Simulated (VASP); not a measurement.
Runs of VASP 6.6.1 on Mg6SnMo. The structure is orthorhombic, space group Amm2 (No. 38). The conventional cell has a = 4.956 Å, b = 6.262 Å, c = 10.654 Å, α = 90.00°, β = 90.00°, γ = 90.00°. Around Sn (site symmetry mm2) lie 10 Mg at 2.95 to 3.23 Å and 2 Mo at 3.00 Å. Around Mo (site symmetry mm2) lie 2 Sn at 3.00 Å and 10 Mg at 3.02 to 3.13 Å. Mg (site symmetry mm2) has 10 Mg at 3.06 to 3.10 Å and 2 Mo at 3.13 Å as nearest neighbours. Around Mg (site symmetry m) lie 2 Mo at 3.05 to 3.13 Å and 8 Mg at 3.05 to 3.19 Å and 2 Sn at 3.11 Å. Mg (site symmetry mm2) is surrounded by 10 Mg at 3.05 to 3.10 Å and 2 Sn at 3.13 Å. Mg (site symmetry m) is surrounded by 2 Sn at 2.95 to 3.23 Å and 8 Mg at 2.99 to 3.27 Å and 2 Mo at 3.02 Å. The cell comes from a database or a generator and needn't be the stable form of this composition.

```csv
task,level,potentials or basis,cell,k mesh,cutoff (eV),smearing,gap on the mesh (eV),pressure (GPa),largest force (eV/Å)
single point,revTPSS,"VASP PAW PBE potentials, release 54 (Sn_d, Mo_sv, Mg)",as given,6 × 5 × 5,520,tetrahedron,none,-1.6,0.09
single point,PBE,"VASP PAW PBE potentials, release 64 (Sn_d, Mo_pv, Mg_pv)",as given,6 × 5 × 5,520,gaussian 0.02 eV,none,(b),0.03
electric field gradients,BLYP+D3,"VASP PAW PBE potentials, release 64 (Sn_d, Mo_pv, Mg_pv)",as given,6 × 5 × 5,520,methfessel-paxton 0.2 eV,none,(a),0.16
relaxation of the atoms,AM05,"VASP PAW PBE potentials, release 64 (Sn, Mo, Mg)","atoms relaxed from: atoms moved at random, drawn with an rms of 0.02 Å",6 × 5 × 5,500,gaussian 0.05 eV,none,-1.7,0.02
```

Alike in all rows: no spin polarisation.

Question: Fill in the values left out.

Answer: (a) -2.4; (b) -0.3.

Caveats: the PAW data sets were made with another functional, which shifts forces and pressure a little (some runs); tetrahedron occupations give inexact forces and stress in metals (some runs); pairwise dispersion overbinds metals, which lowers pressure and volume (some runs).

A k mesh can miss the band edges, and the runs leave out spin-orbit coupling on Mo, Sn.

A gap of «none» marks a metal or a gap under the smearing width.

The runs don't all hold the same shells in valence.
